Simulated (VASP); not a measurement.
# A VASP study of MnCO3 (Rhodochrosite) (rev-vdW-DF2 + U): structure first, properties next, part 4 of 9

Wanted: the relaxed cell of MnCO3 (Rhodochrosite) and its properties. The start is a cell from a database of measured crystal structures.

VASP 6.6.1; rev-vdW-DF2, DFT+U (Mn d 5 eV), spin-polarised from a ferromagnetic start; plane waves and PAW (Mn_pv, C, O).

Still holding for the runs below: The magnetic state follows from one typed start and may not be the lowest.

So far, gap on the k-mesh (eV): step 2 (relaxing cell and atoms (rev-vdW-DF2 + U)) 3.65. The relaxed cell has a = 4.822, c = 15.570 Å (conventional setting).

### 4. Single point with fields (rev-vdW-DF2 + U)

A single point on the relaxed cell gives a clean self-consistent state, with density, ELF and potential written out.

INCAR reads:

```
SYSTEM = MnCO3
PREC = Accurate
ENCUT = 520
EDIFF = 1E-06
NELM = 100
ISMEAR = 0
SIGMA = 0.05
LREAL = .FALSE.
ALGO = Normal
GGA = MK
AGGAC = 0
LUSE_VDW = .TRUE.
PARAM1 = 0.1234
PARAM2 = 0.711357
ZAB_VDW = -1.8867
LASPH = .TRUE.
NBANDS = 55
ISPIN = 2
MAGMOM = 4 4 0 0 0 0 0 0 0 0
LDAU = .TRUE.
LDAUTYPE = 2
LDAUL = 2 -1 -1
LDAUU = 5 0 0
LDAUJ = 0 0 0
LDAUPRINT = 1
LMAXMIX = 4
LORBIT = 11
LWAVE = .FALSE.
LCHARG = .TRUE.
ISIF = 2
LELF = .TRUE.
LVHAR = .TRUE.
```

POSCAR reads:

```
MnCO3
1.0
    2.4109894724      4.1759562626      0.0000000000
   -2.4109894724      4.1759562626      0.0000000000
    0.0000000000     -2.7839708417      5.1899937859
Mn C O
2 2 6
Direct
    0.0000000000      0.0000000000      0.0000000000
    0.5000000000      0.5000000000      0.5000000000
    0.2500000000      0.2500000000      0.7500000000
    0.7500000000      0.7500000000      0.2500000000
    0.5191346289      0.9808653711      0.7500000000
    0.2500000000      0.5191346289      0.7500000000
    0.9808653711      0.2500000000      0.7500000000
    0.4808653711      0.0191346289      0.2500000000
    0.7500000000      0.4808653711      0.2500000000
    0.0191346289      0.7500000000      0.2500000000
```

KPOINTS reads:

```
Automatic mesh
0
Gamma
5 5 5
0 0 0
```

PAW data sets: Mn_pv, C and O (PBE family, release 64).

Run with:

```sh
$ mpirun -np 8 vasp_std
```

The program printed:

```text
[banner, memory and clock lines left out]
running    8 mpi-ranks, on    1 nodes
 distrk:  each k-point on    8 cores,    1 groups
 distr:  one band on    1 cores,    8 groups

 POSCAR found type information on POSCAR MnC O
 POSCAR found :  3 types and      10 ions
 [... a notice as in an earlier step ...]

 [... a notice as in an earlier step ...]

 [... a notice as in an earlier step ...]

 LDA part: xc-table for (Slater+PW92), standard interpolation
|                                                                             |
|           W    W    AA    RRRRR   N    N  II  N    N   GGGG   !!!           |
|           W    W   A  A   R    R  NN   N  II  NN   N  G    G  !!!           |
|           W    W  A    A  R    R  N N  N  II  N N  N  G       !!!           |
|           W WW W  AAAAAA  RRRRR   N  N N  II  N  N N  G  GGG   !            |
|           WW  WW  A    A  R   R   N   NN  II  N   NN  G    G                |
|           W    W  A    A  R    R  N    N  II  N    N   GGGG   !!!           |
|                                                                             |
|     The number of bands has been changed from the values supplied in        |
|     The orbitals not found in the WAVECAR file will be initialized with     |
|     random numbers, which is usually adequate. For correlated               |
|     calculations, however, you should redo the groundstate calculation.     |
|     I found NBANDS = 55. Now, NBANDS = 56.                                  |
|                                                                             |

 POSCAR, INCAR and KPOINTS ok, starting setup
 FFT: planning ... GRIDC
 FFT: planning ... GRID_SOFT
 FFT: planning ... GRID
 WAVECAR not read
 entering main loop
       N       E                     dE             d eps       ncg     rms          rms(c)
DAV:   1     0.809090154790E+03    0.80909E+03   -0.36258E+04  4360   0.137E+03
DAV:   2     0.120906704664E+02   -0.79700E+03   -0.73562E+03  4304   0.411E+02
DAV:   3    -0.639077565923E+02   -0.75998E+02   -0.74406E+02  4968   0.140E+02
DAV:   4    -0.655062407651E+02   -0.15985E+01   -0.15879E+01  5048   0.211E+01
DAV:   5    -0.655295519556E+02   -0.23311E-01   -0.23292E-01  5304   0.255E+00    0.241E+01
DAV:   6    -0.610775474487E+02    0.44520E+01   -0.25446E+01  5416   0.326E+01    0.190E+01
DAV:   7    -0.621687009421E+02   -0.10912E+01   -0.45088E+00  4904   0.135E+01    0.116E+01
DAV:   8    -0.623108366994E+02   -0.14214E+00   -0.40316E-01  5248   0.442E+00    0.834E+00
DAV:   9    -0.624156775774E+02   -0.10484E+00   -0.22374E-01  5152   0.303E+00    0.105E+00
DAV:  10    -0.624247392614E+02   -0.90617E-02   -0.41774E-02  5184   0.125E+00    0.291E-01
DAV:  11    -0.624317692466E+02   -0.70300E-02   -0.11878E-02  5400   0.865E-01    0.275E-01
DAV:  12    -0.624341344724E+02   -0.23652E-02   -0.69084E-04  4928   0.282E-01    0.823E-02
DAV:  13    -0.624342157250E+02   -0.81253E-04   -0.25791E-04  4952   0.820E-02    0.467E-02
DAV:  14    -0.624342315339E+02   -0.15809E-04   -0.24202E-05  4968   0.376E-02    0.181E-02
DAV:  15    -0.624342405936E+02   -0.90597E-05   -0.66615E-06  4824   0.215E-02    0.119E-02
DAV:  16    -0.624342415865E+02   -0.99288E-06   -0.24046E-06  4176   0.100E-02
   1 F= -.62434242E+02 E0= -.62434242E+02  d E =-.163220E-28  mag=    10.0000
```

It took 39 s on 8 MPI ranks of Intel Xeon 6975P-C (Granite Rapids), shared host; peak memory 2 GiB; 4.5 min of CPU time.

Parts of OUTCAR (step 4):

```text
 Found     19 irreducible k-points:

   k-points           NKPTS =     19   k-points in BZ     NKDIM =     19   number of bands    NBANDS=     56

   NELECT =      70.0000    total number of electrons

atom =   1  type =  1  l = 2

 onsite density matrix

spin component  1

spin component  2

  0.0257  0.0193 -0.0000  0.0153 -0.0000
  0.0193  0.0445 -0.0000 -0.0000  0.0153
 -0.0000 -0.0000  0.0128  0.0000 -0.0000
  0.0153 -0.0000  0.0000  0.0445 -0.0193
 -0.0000  0.0153 -0.0000 -0.0193  0.0257

 occupancies and eigenvectors

  o =  0.0088  v =  0.0000  0.0000  0.0000  0.0000  0.0000  0.7921 -0.5239  0.0000 -0.2165  0.2264      0.0000  0.0000  0.0000  0.0000  0.0000  0.0000  0.0000  0.0000  0.0000  0.0000
  o =  0.0088  v =  0.0000  0.0000  0.0000  0.0000  0.0000  0.2264  0.2165 -0.0000 -0.5239 -0.7921      0.0000  0.0000  0.0000  0.0000  0.0000  0.0000  0.0000  0.0000  0.0000  0.0000
  o =  0.0128  v =  0.0000  0.0000  0.0000  0.0000  0.0000 -0.0000  0.0000  1.0000 -0.0000 -0.0000      0.0000  0.0000  0.0000  0.0000  0.0000  0.0000  0.0000  0.0000  0.0000  0.0000
  o =  0.0614  v =  0.0000  0.0000  0.0000  0.0000  0.0000 -0.4042 -0.8191  0.0000  0.0878 -0.3975      0.0000  0.0000  0.0000  0.0000  0.0000  0.0000  0.0000  0.0000  0.0000  0.0000
  o =  0.0614  v =  0.0000  0.0000  0.0000  0.0000  0.0000  0.3975  0.0878  0.0000  0.8191 -0.4042      0.0000  0.0000  0.0000  0.0000  0.0000  0.0000  0.0000  0.0000  0.0000  0.0000
  o =  0.9443  v =  0.8194 -0.5048  0.0000 -0.2160  0.1647  0.0000  0.0000  0.0000  0.0000  0.0000      0.0000  0.0000  0.0000  0.0000  0.0000  0.0000  0.0000  0.0000  0.0000  0.0000
  o =  0.9443  v =  0.1647  0.2160 -0.0000 -0.5048 -0.8194  0.0000  0.0000  0.0000  0.0000  0.0000      0.0000  0.0000  0.0000  0.0000  0.0000  0.0000  0.0000  0.0000  0.0000  0.0000
  o =  0.9457  v = -0.0000  0.0000  1.0000 -0.0000 -0.0000  0.0000  0.0000  0.0000  0.0000  0.0000      0.0000  0.0000  0.0000  0.0000  0.0000  0.0000  0.0000  0.0000  0.0000  0.0000
  o =  0.9801  v = -0.4156 -0.8307  0.0000  0.0913 -0.3589  0.0000  0.0000  0.0000  0.0000  0.0000      0.0000  0.0000  0.0000  0.0000  0.0000  0.0000  0.0000  0.0000  0.0000  0.0000
  o =  0.9801  v =  0.3589  0.0913  0.0000  0.8307 -0.4156  0.0000  0.0000  0.0000  0.0000  0.0000      0.0000  0.0000  0.0000  0.0000  0.0000  0.0000  0.0000  0.0000  0.0000  0.0000

atom =   2  type =  1  l = 2

 onsite density matrix

spin component  1

spin component  2

  0.0257 -0.0193  0.0000  0.0153  0.0000
 -0.0193  0.0445 -0.0000  0.0000  0.0153
  0.0000 -0.0000  0.0128 -0.0000 -0.0000
  0.0153  0.0000 -0.0000  0.0445  0.0193
  0.0000  0.0153 -0.0000  0.0193  0.0257

 occupancies and eigenvectors

  o =  0.0088  v =  0.0000  0.0000  0.0000  0.0000  0.0000  0.7912  0.5247 -0.0000 -0.2145 -0.2294      0.0000  0.0000  0.0000  0.0000  0.0000  0.0000  0.0000  0.0000  0.0000  0.0000
  o =  0.0088  v =  0.0000  0.0000  0.0000  0.0000  0.0000  0.2294 -0.2145  0.0000 -0.5247  0.7912      0.0000  0.0000  0.0000  0.0000  0.0000  0.0000  0.0000  0.0000  0.0000  0.0000
  o =  0.0128  v =  0.0000  0.0000  0.0000  0.0000  0.0000  0.0000  0.0000  1.0000  0.0000 -0.0000      0.0000  0.0000  0.0000  0.0000  0.0000  0.0000  0.0000  0.0000  0.0000  0.0000
  o =  0.0614  v =  0.0000  0.0000  0.0000  0.0000  0.0000 -0.4042  0.8191 -0.0000  0.0878  0.3975      0.0000  0.0000  0.0000  0.0000  0.0000  0.0000  0.0000  0.0000  0.0000  0.0000
  o =  0.0614  v =  0.0000  0.0000  0.0000  0.0000  0.0000  0.3975 -0.0878 -0.0000  0.8191  0.4042      0.0000  0.0000  0.0000  0.0000  0.0000  0.0000  0.0000  0.0000  0.0000  0.0000
  o =  0.9443  v =  0.8194  0.5048 -0.0000 -0.2160 -0.1647  0.0000  0.0000  0.0000  0.0000  0.0000      0.0000  0.0000  0.0000  0.0000  0.0000  0.0000  0.0000  0.0000  0.0000  0.0000
  o =  0.9443  v = -0.1647  0.2160 -0.0000  0.5048 -0.8194  0.0000  0.0000  0.0000  0.0000  0.0000      0.0000  0.0000  0.0000  0.0000  0.0000  0.0000  0.0000  0.0000  0.0000  0.0000
  o =  0.9457  v = -0.0000 -0.0000 -1.0000 -0.0000  0.0000  0.0000  0.0000  0.0000  0.0000  0.0000      0.0000  0.0000  0.0000  0.0000  0.0000  0.0000  0.0000  0.0000  0.0000  0.0000
  o =  0.9801  v = -0.4156  0.8308 -0.0000  0.0913  0.3589  0.0000  0.0000  0.0000  0.0000  0.0000      0.0000  0.0000  0.0000  0.0000  0.0000  0.0000  0.0000  0.0000  0.0000  0.0000
  o =  0.9801  v =  0.3589 -0.0913 -0.0000  0.8308  0.4156  0.0000  0.0000  0.0000  0.0000  0.0000      0.0000  0.0000  0.0000  0.0000  0.0000  0.0000  0.0000  0.0000  0.0000  0.0000

 E-fermi :   3.6264

 k-point     2 :       0.2000   -0.0000   -0.0000
  band No.  band energies     occupation
    ...
     36       1.5117      1.00000
     37       1.7725      1.00000
     38       1.9867      1.00000
     39       2.7899      1.00000
     40       2.9634      1.00000
     41       7.5439      0.00000
     42       7.6602      0.00000
     43       7.8941      0.00000
     44      12.0000      0.00000
     45      12.2700      0.00000
    ...

 spin component 2
 k-point     1 :       0.0000    0.0000    0.0000
  band No.  band energies     occupation
    ...
     26       0.5105      1.00000
     27       0.7727      1.00000
     28       1.4879      1.00000
     29       1.5952      1.00000
     30       1.5952      1.00000
     31       7.5234      0.00000
     32       7.5759      0.00000
     33       7.7576      0.00000
     34       8.4208      0.00000
     35       8.4208      0.00000
    ...

 k-point     3 :       0.4000   -0.0000    0.0000
  band No.  band energies     occupation
    ...
     26       0.5696      1.00000
     27       1.0156      1.00000
     28       1.0182      1.00000
     29       1.8484      1.00000
     30       1.8530      1.00000
     31       7.3750      0.00000
     32       7.6267      0.00000
     33       8.4778      0.00000
     34       8.5804      0.00000
     35       8.6364      0.00000
    ...

 k-point     4 :       0.2000    0.2000   -0.0000
  band No.  band energies     occupation
    ...
     26       0.6255      1.00000
     27       1.0145      1.00000
     28       1.4130      1.00000
     29       1.4810      1.00000
     30       1.5882      1.00000
     31       7.2433      0.00000
     32       7.6278      0.00000
     33       8.2931      0.00000
     34       8.4310      0.00000
     35       8.6244      0.00000
    ...

Total vdW correction in eV:     12.6161246

  Total        0.0267120      0.0267120      0.0184192      0.0000000      0.0000000      0.0000000
  in kB        0.4095146      0.4095146      0.2823791      0.0000000      0.0000000      0.0000000
  external PRESSURE =       0.3671361 kB  Pullay stress =       0.0000000 kB

 POSITION                                       TOTAL-FORCE (eV/Angst)
 -----------------------------------------------------------------------------------
      0.00000      0.00000      0.00000         0.000000      0.000000     -0.000000
      0.00000      2.78397      2.59500         0.000000     -0.000000     -0.000000
      0.00000      0.00000      3.89250         0.000000     -0.000000      0.000000
      0.00000      5.56794      1.29750         0.000000      0.000000      0.000000
     -1.11323      4.17596      3.89250        -0.004369      0.000000     -0.000000
     -0.64888      1.12389      3.89250         0.002185     -0.003784     -0.000000
      1.76211      3.05206      3.89250         0.002185      0.003784      0.000000
      1.11323      1.39199      1.29750         0.004369      0.000000      0.000000
      0.64888      4.44405      1.29750        -0.002185      0.003784     -0.000000
     -1.76211      2.51588      1.29750        -0.002185     -0.003784     -0.000000
 -----------------------------------------------------------------------------------
    total drift:                                0.000000      0.000000      0.000000

  FREE ENERGIE OF THE ION-ELECTRON SYSTEM (eV)
  ---------------------------------------------------
  free  energy   TOTEN  =       -62.4342415865 eV

  energy  without entropy=      -62.4342415865  energy(sigma->0) =      -62.43424159

Total vdW correction in eV:     12.6160774

[... 20 parts as in an earlier step ...]

[... 1 further part left out ...]
```

With spin, VASP writes an ELF for each channel.

This step gave:

```yaml
scf_cycles: 16
bands: 56
fermi_energy: 3.626 eV
pressure: 0.03671 GPa
```

Valence electrons inside each PAW sphere by angular momentum. Sphere charges, by row:

```
atom  s (e)  p (e)  d (e)  tot (e)
 Mn1  0.178  6.154  4.929    11.26
 Mn2  0.178  6.154  4.929    11.26
  C3  0.842  1.685      0    2.527
  C4  0.842  1.685      0    2.527
  O5  1.556  3.596      0    5.152
  O6  1.556  3.596      0    5.152
  O7  1.556  3.596      0    5.152
  O8  1.556  3.596      0    5.152
  O9  1.556  3.596      0    5.152
 O10  1.556  3.596      0    5.152
```

Spin density in the ac plane of the conventional cell at fractional y = 0.000, with atoms of Mn and C and O within 0.2 Å of it.

Ten even steps from '0' (0.0 e/Å³) to '9' (5.1 e/Å³), each cell a mean:
```
63000000000015
00000000000000
00000000000000
00000000000000
00000000000000
00000000000000
00000000000000
00000000000000
00000000000000
00000000000000
00000000000000
94000000000027
63000000000015
00000000000000
00000000000000
00000000000000
00000000000000
00000000000000
00000000000000
00000000000000
00000000000000
00000000000000
00000000000000
94000000000027
```
Columns run along a (4.8 Å), rows up along c (15.6 Å), edges of the conventional cell, whose origin can differ from the input's. Atoms in or near the plane, at fractional coordinates: Mn at (0.00, 0.50), Mn at (0.00, 0.00), C at (0.00, 0.75), C at (0.00, 0.25), O at (0.27, 0.75), O at (0.73, 0.25).

Electrostatic potential energy in the ac plane of the conventional cell at fractional y = 0.000, with atoms of Mn and C and O within 0.2 Å of it. With pseudopotentials it is smooth inside the atoms' cores, unlike the true potential.

Ten even steps from '0' (-48 eV) to '9' (5 eV), each cell a mean:
```
02689999999741
78999997115987
99999998437999
99999999999999
78989999999998
22300599999851
24522699999962
89999999999999
99999999999999
99999997116999
67899998437886
01589999999730
02689999999741
78982149999987
99985369999999
99999999999999
78999999998998
22799999820141
24899999842352
89999999999999
99999999999999
99983149999999
67885369999976
01589999999730
```
Columns run along a (4.8 Å; values clipped at the 3rd and 97th percentile), rows up along c (15.6 Å), edges of the conventional cell, whose origin can differ from the input's. Atoms in or near the plane, at fractional coordinates: Mn at (0.00, 0.50), Mn at (0.00, 0.00), C at (0.00, 0.75), C at (0.00, 0.25), O at (0.27, 0.75), O at (0.73, 0.25).

ELF of up spins in the ac plane of the conventional cell at fractional y = 0.000, with atoms of Mn and C and O within 0.2 Å of it. It is the smooth field of the valence electrons, not physical close to the nuclei.

Ten even steps from '_' (0.02) to '@' (0.84), each cell a mean:
```
..::::..____..==****--..::::
....________++@@@@@@@@++....
____________==%%@@@@@@##::__
______________::--==--..____
====++****==..__________::==
--##%%##%%@@**..______::====
==##%%%%%%@@++________..==++
--::--====::____________..::
____________..--++**++::____
____________++@@@@@@@@##::__
::::..______==@@@@@@%%==..::
__::::..______::====::..--..
..::::::++**++::______..--::
....--%%@@@@@@%%::______....
____==%%@@@@@@**..__________
______::----::..____________
==--..__________--++**++====
::++--..______--%%@@##%%@@++
==++--________::##@@%%%%%%++
--::____________..--==--::--
____..==++**==::____________
____++@@@@@@@@##::__________
::..::**@@@@@@##::______..::
__::::..--==--..______::--..
```
Columns run along a (4.8 Å), rows up along c (15.6 Å), edges of the conventional cell, whose origin can differ from the input's. Atoms in or near the plane, at fractional coordinates: Mn at (0.00, 0.50), Mn at (0.00, 0.00), C at (0.00, 0.75), C at (0.00, 0.25), O at (0.27, 0.75), O at (0.73, 0.25).

In this run the pressure is 0.04 GPa, small enough to go on.

[end of part 4 of 9]

[Lines on the potential files, build, host, timing and source positions are cut from VASP's logs without a mark.]

[Logs are printed without paths, hosts, clocks, repeated set-up lines and the standing remarks that a program may print on its own settings, such as how far it seeks lower states.]

[Hosts, paths, dates, database ids (printed as entryN), source tags and the programs' standing remarks are cut or masked in the printed files.]

[A measured line is paired with the nearest computed mode of its activity, which favours agreement.]
